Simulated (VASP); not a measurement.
Here is a VASP 6.6.1 calculation.

File INCAR:

```
PREC     = Accurate       # precision mode
ENCUT    = 520            # plane-wave cutoff, eV
EDIFF    = 1E-7           # SCF threshold, eV
ISMEAR   = -1             # smearing method
SIGMA    = 0.05           # smearing width, eV
LREAL    = F              # projectors in reciprocal space
LASPH    = T              # aspherical terms in the spheres
NELM     = 100            # most SCF steps
ALGO     = Normal         # electronic algorithm
ISIF     = 2              # what is computed and relaxed
LWAVE    = F              # write WAVECAR
LCHARG   = F              # write CHGCAR
GGA      = PE             # functional
NBANDS   = 22             # bands
```

KPOINTS

```
Automatic mesh
0
Gamma
  10 10 3
```

POSCAR

```
Li2BeS3
1.0
    3.1808000000      0.0000000000      0.0000000000
   -1.5904000000      2.7546500000      0.0000000000
    0.0000000000      0.0000000000      9.7956100000
Li Be S
2 1 3
Direct
    0.3333300000      0.6666700000      0.6772000000
    0.6666700000      0.3333300000      0.3228000000
    0.0000000000      0.0000000000      0.0000000000
    0.0000000000      0.0000000000      0.5000000000
    0.3333300000      0.6666700000      0.1370900000
    0.6666700000      0.3333300000      0.8629100000
```

Potentials or basis: VASP PAW PBE potentials, release 64 (Li_sv, Be, S).

Command:

```sh
$ cat potpaw_PBE.64/Li_sv/POTCAR potpaw_PBE.64/Be/POTCAR potpaw_PBE.64/S/POTCAR > POTCAR
$ mpirun -np 1 vasp_std > vasp.out
```

Q: Estimate the band gap on the k mesh.

A: None (metal or under the smearing width).

Q: What does it give for the largest force?

A: 0.052 eV/Å.

Forces in eV/Å, atoms in the order of the input:
```
Li   0.000  0.000 -0.001
Li   0.000  0.000  0.001
Be   0.000  0.000  0.000
S    0.000  0.000  0.000
S    0.000  0.000  0.052
S    0.000  0.000 -0.052
```
